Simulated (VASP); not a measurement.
# SnSe (Pnma) in VASP: settings compared, part 2 of 2

VASP 6.6.1.

**5. Band structure, PBE, spin-orbit coupling, no magnetisation**

INCAR reads:

```
SYSTEM = SnSe
PREC = Accurate ; ENCUT = 520
EDIFF = 1E-6 ; ISMEAR = 0
SIGMA = 0.03 ; LREAL = .FALSE.
LASPH = .TRUE. ; NELM = 80
ALGO = Normal ; ISIF = 2
LWAVE = .FALSE. ; LCHARG = .FALSE.
LNONCOLLINEAR = .TRUE. ; MAGMOM = 0 0 0 0 0 0 0 0 0 0 0 0 0 0 0 0 0 0 0 0 0 0 0 0
LORBIT = 11 ; LSORBIT = .TRUE.
GGA_COMPAT = .FALSE. ; GGA = PE
KPAR = 4
```

KPOINTS reads:

```
regular mesh
0
G
  4 8 8
  0 0 0
```

POSCAR reads:

```
SnSe                                    
1.0
   11.4864949695      0.0000000000      0.0000000000
    0.0000000000      4.1722137264     -0.0000000000
    0.0000000000     -0.0000000000      4.3796772184
  Sn              Se            
     4     4
Direct
     0.1176302971571503    0.2500000000000000    0.0931652914666247
     0.3823697028428497    0.7500000000000000    0.5931652914666246
     0.6176302971571503    0.2500000000000000    0.4068347085333753
     0.8823697028428497    0.7500000000000000    0.9068347085333754
     0.3570262765108209    0.2500000000000000    0.0220175791814775
     0.1429737234891793    0.7500000000000000    0.5220175791814775
     0.8570262765108206    0.2500000000000000    0.4779824208185154
     0.6429737234891794    0.7500000000000000    0.9779824208185225
```

KPOINTS_OPT is that of step 4.

Potentials or basis: VASP PAW PBE potentials, release 64 (Sn_d, Se).

On the command line:

```
$ cat potpaw_PBE.64/Sn_d/POTCAR potpaw_PBE.64/Se/POTCAR > POTCAR
$ mpirun -np 4 vasp_ncl > vasp.out
```

OUTCAR:

```text
SYSTEM = SnSe
   PREC = Accurate
   ENCUT = 520
   EDIFF = 1E-6
   ISMEAR = 0
   LREAL = .FALSE.
   LASPH = .TRUE.
   NELM = 80
   ISIF = 2
   LNONCOLLINEAR = .TRUE.
   LORBIT = 11
   LSORBIT = .TRUE.
   GGA = PE

 ion  position               nearest neighbor table
   1  0.118  0.250  0.093-   5 2.77   6 2.82   6 2.82   6 3.27   6 3.27   4 3.51   4 3.51
   2  0.382  0.750  0.593-   6 2.77   5 2.82   5 2.82   5 3.27   5 3.27   3 3.51   3 3.51
   3  0.618  0.250  0.407-   7 2.77   8 2.82   8 2.82   8 3.27   8 3.27   2 3.51   2 3.51
   4  0.882  0.750  0.907-   8 2.77   7 2.82   7 2.82   7 3.27   7 3.27   1 3.51   1 3.51
   5  0.357  0.250  0.022-   1 2.77   2 2.82   2 2.82   2 3.27   2 3.27
   6  0.143  0.750  0.522-   2 2.77   1 2.82   1 2.82   1 3.27   1 3.27
   7  0.857  0.250  0.478-   3 2.77   4 2.82   4 2.82   4 3.27   4 3.27
   8  0.643  0.750  0.978-   4 2.77   3 2.82   3 2.82   3 3.27   3 3.27

  LATTYP: Found a simple orthorhombic cell.
 ALAT       =     4.1722137264
 B/A-ratio  =     1.0497250394
 C/A-ratio  =     2.7530936147

  Lattice vectors:

 A1 = (   0.0000000000,   4.1722137264,   0.0000000000)
 A2 = (   0.0000000000,   0.0000000000,   4.3796772184)
 A3 = (  11.4864949695,   0.0000000000,   0.0000000000)

Analysis of symmetry for initial positions (statically):
=====================================================================
 Subroutine PRICEL returns:
 Original cell was already a primitive cell.

 Routine SETGRP: Setting up the symmetry group for a
 simple orthorhombic supercell.

 Subroutine GETGRP returns: Found  8 space group operations
 (whereof  2 operations were pure point group operations)
 out of a pool of  8 trial point group operations.

The static configuration has the point symmetry S_2 .
 The point group associated with its full space group is D_2h.

Analysis of symmetry for dynamics (positions and initial velocities):
=====================================================================
 Subroutine PRICEL returns:
 Original cell was already a primitive cell.

 Routine SETGRP: Setting up the symmetry group for a
[... 2517 lines left out ...]

 Spin-Orbit-Coupling matrix elements

 Ion:    1  E_soc:     -0.0879705
 l=   1
     0.0000000    -0.0083688    -0.0085449
    -0.0083688     0.0000000    -0.0087340
    -0.0085449    -0.0087340     0.0000000
 l=   2
     0.0000000    -0.0012217     0.0000000    -0.0012230    -0.0048856
    -0.0012217     0.0000000    -0.0036623    -0.0012244    -0.0012334
     0.0000000    -0.0036623     0.0000000    -0.0036655     0.0000000
    -0.0012230    -0.0012244    -0.0036655     0.0000000    -0.0012217
    -0.0048856    -0.0012334     0.0000000    -0.0012217     0.0000000
 l=   3
     0.0000000     0.0000000     0.0000000     0.0000000     0.0000000     0.0000000     0.0000000
     0.0000000     0.0000000     0.0000000     0.0000000     0.0000000     0.0000000     0.0000000
     0.0000000     0.0000000     0.0000000     0.0000000     0.0000000     0.0000000     0.0000000
     0.0000000     0.0000000     0.0000000     0.0000000     0.0000000     0.0000000     0.0000000
[... 129 lines left out ...]
 l=   2
     0.0000000     0.0000011     0.0000000    -0.0000012     0.0000029
     0.0000011     0.0000000     0.0000044     0.0000014     0.0000013
     0.0000000     0.0000044     0.0000000     0.0000005     0.0000000
    -0.0000012     0.0000014     0.0000005     0.0000000     0.0000028
     0.0000029     0.0000013     0.0000000     0.0000028     0.0000000
 l=   3
     0.0000000     0.0000000     0.0000000     0.0000000     0.0000000     0.0000000     0.0000000
     0.0000000     0.0000000     0.0000000     0.0000000     0.0000000     0.0000000     0.0000000
     0.0000000     0.0000000     0.0000000     0.0000000     0.0000000     0.0000000     0.0000000
     0.0000000     0.0000000     0.0000000     0.0000000     0.0000000     0.0000000     0.0000000
     0.0000000     0.0000000     0.0000000     0.0000000     0.0000000     0.0000000     0.0000000
     0.0000000     0.0000000     0.0000000     0.0000000     0.0000000     0.0000000     0.0000000
     0.0000000     0.0000000     0.0000000     0.0000000     0.0000000     0.0000000     0.0000000

 total charge

# of ion       s       p       d       tot
------------------------------------------
    1        1.347   0.745   9.996  12.089
    2        1.347   0.745   9.996  12.089
    3        1.347   0.745   9.996  12.089
    4        1.347   0.745   9.996  12.089
    5        1.474   2.322   0.026   3.821
    6        1.474   2.322   0.026   3.821
    7        1.474   2.322   0.026   3.821
    8        1.474   2.322   0.026   3.821
--------------------------------------------------
tot         11.283  12.270  40.088  63.641

 magnetization (x)

# of ion       s       p       d       tot
------------------------------------------
    1        0.000   0.000   0.000   0.000
    2        0.000   0.000   0.000   0.000
    3        0.000   0.000   0.000   0.000
    4        0.000   0.000   0.000   0.000
    5        0.000   0.000   0.000   0.000
    6        0.000   0.000   0.000   0.000
    7        0.000   0.000   0.000   0.000
    8        0.000   0.000   0.000   0.000
--------------------------------------------------
tot          0.000   0.000   0.000   0.000

 magnetization (y)

# of ion       s       p       d       tot
------------------------------------------
    1       -0.000   0.000   0.000   0.000
    2        0.000  -0.000  -0.000  -0.000
    3        0.000  -0.000  -0.000  -0.000
    4       -0.000   0.000   0.000   0.000
    5       -0.000  -0.000  -0.000  -0.000
    6        0.000   0.000   0.000   0.000
    7        0.000   0.000   0.000   0.000
    8       -0.000  -0.000  -0.000  -0.000
--------------------------------------------------
tot          0.000   0.000   0.000   0.000

 magnetization (z)

# of ion       s       p       d       tot
------------------------------------------
    1       -0.000  -0.000   0.000  -0.000
    2        0.000   0.000   0.000   0.000
    3        0.000   0.000   0.000   0.000
    4        0.000   0.000   0.000   0.000
    5        0.000   0.000   0.000   0.000
    6        0.000   0.000   0.000   0.000
    7        0.000   0.000   0.000   0.000
    8        0.000   0.000   0.000   0.000
--------------------------------------------------
tot          0.000   0.000   0.000   0.000
```

OSZICAR:

```text
N       E                     dE             d eps       ncg     rms          rms(c)
DAV:   1     0.102005106511E+04    0.10201E+04   -0.34836E+04 15624   0.217E+03
DAV:   2     0.180608079575E+03   -0.83944E+03   -0.81582E+03 14400   0.672E+02
[... 49 lines left out ...]
DAV:   1     0.933796165853E+05   -0.48076E+05     6744
DAV:   2     0.654861897054E+05   -0.27893E+05     6336
DAV:   3     0.593328719588E+05   -0.61533E+04     7008
DAV:   4     0.586334765709E+05   -0.69940E+03     7416
DAV:   5     0.586023853019E+05   -0.31091E+02     7664
DAV:   6     0.586009242903E+05   -0.14610E+01     7856
DAV:   7     0.586008787785E+05   -0.45512E-01     9296
DAV:   8     0.586008775032E+05   -0.12753E-02     8920
DAV:   9     0.586008774693E+05   -0.33911E-04     7176
DAV:  10     0.586008774672E+05   -0.20402E-05     4496
DAV:  11     0.586008774669E+05   -0.36771E-06     4440
```

stdout:

```text
POSCAR found type information on POSCAR SnSe
 POSCAR found :  2 types and       8 ions
 scaLAPACK will be used
 LDA part: xc-table for (Slater+PW92), standard interpolation
 POSCAR, INCAR and KPOINTS ok, starting setup
 FFT: planning ... GRIDC
 FFT: planning ... GRID_SOFT
 FFT: planning ... GRID
 WAVECAR not read
 entering main loop
 Start KPOINTS_OPT (optional k-point list driver)
k-point batch [1-75\258]
k-point batch [76-150\258]
k-point batch [151-225\258]
k-point batch [226-258\258]
```

Run time: 27 min. Hardware: 4 MPI ranks of Intel Xeon 6975P-C (Granite Rapids), shared host; peak memory 3.2 GiB.

Results:

```
Free energy                                           : -33.0400 eV
Pressure                                              : 2.3 GPa
Largest force                                         : 0.009 eV/Å
Valence electrons inside the program's atomic spheres : Sn 12.09; Se 3.82
```

Forces in eV/Å, atoms in the order of the input:
```
Sn   0.003  0.000  0.003
Sn  -0.003  0.000  0.003
Sn   0.003  0.000 -0.003
Sn  -0.003  0.000 -0.003
Se   0.009  0.000  0.000
Se  -0.009  0.000  0.000
Se   0.009  0.000  0.000
Se  -0.009  0.000  0.000
```

**6. Band structure, TB-mBJ**

POSCAR is that of step 5.

INCAR.step1 reads:

```
SYSTEM = SnSe
PREC = Accurate ; ENCUT = 520
EDIFF = 1E-5 ; ISMEAR = 0
SIGMA = 0.03 ; LREAL = .FALSE.
LASPH = .TRUE. ; NELM = 80
ALGO = Normal ; ISIF = 2
LWAVE = .TRUE. ; LCHARG = .FALSE.
KPAR = 4 ; GGA = PE
```

INCAR.step2 reads:

```
SYSTEM = SnSe
PREC = Accurate ; ENCUT = 520
EDIFF = 1E-6 ; ISMEAR = 0
SIGMA = 0.03 ; LREAL = .FALSE.
LASPH = .TRUE. ; NELM = 80
ALGO = Normal ; ISIF = 2
LWAVE = .FALSE. ; LCHARG = .FALSE.
METAGGA = MBJ ; KPAR = 4
ISTART = 1
```

KPOINTS is that of step 5.

KPOINTS_OPT is that of step 5.

Potentials or basis: VASP PAW PBE potentials, release 64 (Sn_d, Se).

On the command line:

```
$ cat potpaw_PBE.64/Sn_d/POTCAR potpaw_PBE.64/Se/POTCAR > POTCAR
$ cp INCAR.step1 INCAR
$ mpirun -np 4 vasp_std > vasp.out
$ cp INCAR.step2 INCAR
$ mpirun -np 4 vasp_std > vasp.out
```

OUTCAR:

```text
SYSTEM = SnSe
   PREC = Accurate
   ENCUT = 520
   EDIFF = 1E-6
   ISMEAR = 0
   LREAL = .FALSE.
   LASPH = .TRUE.
   NELM = 80
   ISIF = 2
   METAGGA = MBJ
   ISTART = 1

 ion  position               nearest neighbor table
   1  0.118  0.250  0.093-   5 2.77   6 2.82   6 2.82   6 3.27   6 3.27   4 3.51   4 3.51
   2  0.382  0.750  0.593-   6 2.77   5 2.82   5 2.82   5 3.27   5 3.27   3 3.51   3 3.51
   3  0.618  0.250  0.407-   7 2.77   8 2.82   8 2.82   8 3.27   8 3.27   2 3.51   2 3.51
   4  0.882  0.750  0.907-   8 2.77   7 2.82   7 2.82   7 3.27   7 3.27   1 3.51   1 3.51
   5  0.357  0.250  0.022-   1 2.77   2 2.82   2 2.82   2 3.27   2 3.27
[... 1444 lines left out ...]
  Total     -318.5221418   -315.7795204   -315.3729563      0.0000000      0.0000000      0.0000000
  in kB    -2431.3866694  -2410.4513174  -2407.3478765      0.0000000      0.0000000      0.0000000
  external PRESSURE =   -2416.3952878 kB  Pullay stress =       0.0000000 kB

 VOLUME and BASIS-vectors are now :
 -----------------------------------------------------------------------------
  energy-cutoff  :      520.00
  volume of cell :      209.89
      direct lattice vectors                 reciprocal lattice vectors
    11.486494970  0.000000000  0.000000000     0.087058759  0.000000000  0.000000000
     0.000000000  4.172213726  0.000000000     0.000000000  0.239680914  0.000000000
     0.000000000  0.000000000  4.379677218     0.000000000  0.000000000  0.228327329

 POSITION                                       TOTAL-FORCE (eV/Angst)
 -----------------------------------------------------------------------------------
      1.35116      1.04305      0.40803        -2.039284      0.000000     -1.364497
      4.39209      3.12916      2.59787         2.039284     -0.000000     -1.364497
      7.09441      1.04305      1.78180        -2.039284      0.000000      1.364497
     10.13534      3.12916      3.97164         2.039284     -0.000000      1.364497
      4.10098      1.04305      0.09643        -0.068111     -0.000000      0.002892
      1.64227      3.12916      2.28627         0.068111      0.000000      0.002892
      9.84423      1.04305      2.09341        -0.068111     -0.000000     -0.002892
      7.38551      3.12916      4.28325         0.068111     -0.000000     -0.002892
 -----------------------------------------------------------------------------------
    total drift:                                0.000000     -0.000000     -0.000000

  FREE ENERGIE OF THE ION-ELECTRON SYSTEM (eV)
  ---------------------------------------------------
  free  energy   TOTEN  =      1673.3441977450 eV

  energy  without entropy=     1673.3441977450  energy(sigma->0) =     1673.34419774
```

OUTCAR.step1:

```text
SYSTEM = SnSe
   PREC = Accurate
   ENCUT = 520
   EDIFF = 1E-5
   ISMEAR = 0
   LREAL = .FALSE.
   LASPH = .TRUE.
   NELM = 80
[... 1473 lines left out ...]
      1.64227      3.12916      2.28627        -0.008226      0.000000      0.005022
      9.84423      1.04305      2.09341         0.008226     -0.000000     -0.005022
      7.38551      3.12916      4.28325        -0.008226      0.000000     -0.005022
 -----------------------------------------------------------------------------------
    total drift:                                0.000000     -0.000000     -0.000000

  FREE ENERGIE OF THE ION-ELECTRON SYSTEM (eV)
  ---------------------------------------------------
  free  energy   TOTEN  =       -32.7824283374 eV

  energy  without entropy=      -32.7824283374  energy(sigma->0) =      -32.78242834
```

OSZICAR.step1:

```text
N       E                     dE             d eps       ncg     rms          rms(c)
DAV:   1     0.881491321927E+03    0.88149E+03   -0.37009E+04  7752   0.216E+03
DAV:   2     0.115821954137E+03   -0.76567E+03   -0.74364E+03  7240   0.629E+02
DAV:   3    -0.242347397056E+02   -0.14006E+03   -0.13427E+03  8632   0.208E+02
DAV:   4    -0.332105489414E+02   -0.89758E+01   -0.88429E+01  8472   0.533E+01
DAV:   5    -0.335102535273E+02   -0.29970E+00   -0.29924E+00  8512   0.106E+01    0.644E+00
DAV:   6    -0.327904896763E+02    0.71976E+00   -0.14471E+00  9960   0.588E+00    0.402E+00
DAV:   7    -0.327851759994E+02    0.53137E-02   -0.58672E-01  9288   0.273E+00    0.150E+00
DAV:   8    -0.327821729214E+02    0.30031E-02   -0.65339E-02  9376   0.160E+00    0.324E-01
DAV:   9    -0.327822781075E+02   -0.10519E-03   -0.83040E-03  8864   0.595E-01    0.104E-01
DAV:  10    -0.327823807824E+02   -0.10267E-03   -0.81991E-04  8880   0.145E-01    0.591E-02
DAV:  11    -0.327824409044E+02   -0.60122E-04   -0.27544E-04  9272   0.949E-02    0.193E-02
DAV:  12    -0.327824278727E+02    0.13032E-04   -0.38140E-05  7008   0.340E-02    0.752E-03
DAV:  13    -0.327824283374E+02   -0.46475E-06   -0.72801E-06  4624   0.127E-02
   1 F= -.32782428E+02 E0= -.32782428E+02  d E =-.312368E-17
```

It took 8 min on 4 MPI ranks of Intel Xeon 6975P-C (Granite Rapids), shared host; peak memory 1.1 GiB.

Results:

```
Band gap on the k mesh  : 0.86 eV, indirect (least direct gap 1.23 eV)
Band gap along the path : 0.83 eV, indirect (least direct gap 0.87 eV)
```

Levels at the corners of the path, in eV from the valence-band top:
```
point  band 38  band 39  band 40  band 41  band 42  band 43
    Γ    -1.31    -0.76    -0.63     0.83     3.27     3.48
    X    -0.92    -0.66    -0.66     1.28     1.28     1.69
    X    -0.92    -0.66    -0.66     1.28     1.28     1.69
    S    -2.37    -1.57    -1.57     2.84     2.84     3.18
    S    -2.37    -1.57    -1.57     2.84     2.84     3.18
    Y    -0.66    -0.15    -0.15     1.53     1.53     1.65
    Y    -0.66    -0.15    -0.15     1.53     1.53     1.65
    Γ    -1.31    -0.76    -0.63     0.83     3.27     3.48
    Γ    -1.31    -0.76    -0.63     0.83     3.27     3.48
    Z    -2.07    -0.66    -0.66     2.78     2.78     3.13
    Z    -2.07    -0.66    -0.66     2.78     2.78     3.13
    U    -0.87    -0.87    -0.87     1.69     1.69     1.69
    U    -0.87    -0.87    -0.87     1.69     1.69     1.69
    R    -1.67    -1.67    -1.67     2.67     2.67     2.67
    R    -1.67    -1.67    -1.67     2.67     2.67     2.67
    T    -0.45    -0.14    -0.14     1.45     1.45     1.70
    T    -0.45    -0.14    -0.14     1.45     1.45     1.70
    Z    -2.07    -0.66    -0.66     2.78     2.78     3.13
    Y    -0.66    -0.15    -0.15     1.53     1.53     1.65
    T    -0.45    -0.14    -0.14     1.45     1.45     1.70
    U    -0.87    -0.87    -0.87     1.69     1.69     1.69
    X    -0.92    -0.66    -0.66     1.28     1.28     1.69
    S    -2.37    -1.57    -1.57     2.84     2.84     3.18
    R    -1.67    -1.67    -1.67     2.67     2.67     2.67
```

Caveat: the PAW data sets were made with another functional, which shifts forces and pressure a little; spin-orbit coupling is left out, which moves the levels of the heavy elements.

**7. Summary**

| level | potentials or basis | spin | gap on the mesh (eV) | pressure (GPa) | largest force (eV/Å) |
| --- | --- | --- | --- | --- | --- |
| PBE | VASP PAW PBE potentials, release 64 (Sn_d, Se) | off | 0.54 | 2.2 | 0.01 |
| LDA | VASP PAW LDA potentials, release 64 (Sn_d, Se) | off | 0.48 | -2.2 | 0.16 |
| r2SCAN | VASP PAW PBE potentials, release 64 (Sn_d, Se) | off | 0.75 | 1.1 | 0.22 |
| PBE | VASP PAW PBE potentials, release 64 (Sn_d, Se) | SOC, no magnetisation | - | 2.3 | 0.01 |
| TB-mBJ | VASP PAW PBE potentials, release 64 (Sn_d, Se) | off | 0.86 | - | - |

Alike in all rows: task band structure; cell as given; k mesh 4 × 8 × 8; cutoff (eV) 520; smearing gaussian 0.03 eV.

Caveats: spin-orbit coupling is left out, which moves the levels of the heavy elements (some runs); the mesh misses the band edges, which the band path finds closer together (some runs); the PAW data sets were made with another functional, which shifts forces and pressure a little (some runs).

Absolute energies hang on the potentials; compare differences alone.

**8. How close it comes**

Step 2. Measured gap of SnSe: 0.99 eV (indirect; 20 K; “Linear dichroism of the optical properties of SnS and SnSe van der Waals crystals”, 2024, arxiv:2409.17412). This calculation gives 0.43 eV (-0.56 eV). 2 values of this kind are on record (0.89 to 0.99 eV); this one was drawn at random. Spin-orbit coupling on Se, Sn is left out. The value is that of PBE, without temperature or zero-point motion. Semilocal functionals fall short of measured gaps as a rule.

Step 3. A measured gap of SnSe is 0.89 eV (indirect; 300 K; “Linear dichroism of the optical properties of SnS and SnSe van der Waals crystals”, 2024, arxiv:2409.17412); the calculated 0.36 eV misses it by -0.53 eV. 2 values of this kind are on record (0.89 to 0.99 eV); this one was drawn at random. Spin-orbit coupling on Se, Sn is left out. The value is that of LDA, without temperature or zero-point motion. Semilocal functionals fall short of measured gaps as a rule.

Step 4. Against the measured gap of SnSe, 0.89 eV (indirect; 300 K; “Linear dichroism of the optical properties of SnS and SnSe van der Waals crystals”, 2024, arxiv:2409.17412), the calculated 0.71 eV is off by -0.18 eV. 2 values of this kind are on record (0.89 to 0.99 eV); this one was drawn at random. Spin-orbit coupling on Se, Sn is left out. The value is that of r2SCAN, without temperature or zero-point motion.

Step 6. Measured gap of SnSe: 0.89 eV (indirect; 300 K; “Linear dichroism of the optical properties of SnS and SnSe van der Waals crystals”, 2024, arxiv:2409.17412). This calculation gives 0.83 eV (-0.06 eV). 3 values of this kind are on record (0.89 to 1.07 eV); this one was drawn at random among those near their median. Spin-orbit coupling on Se, Sn is left out. The value is that of TB-mBJ, without temperature or zero-point motion.
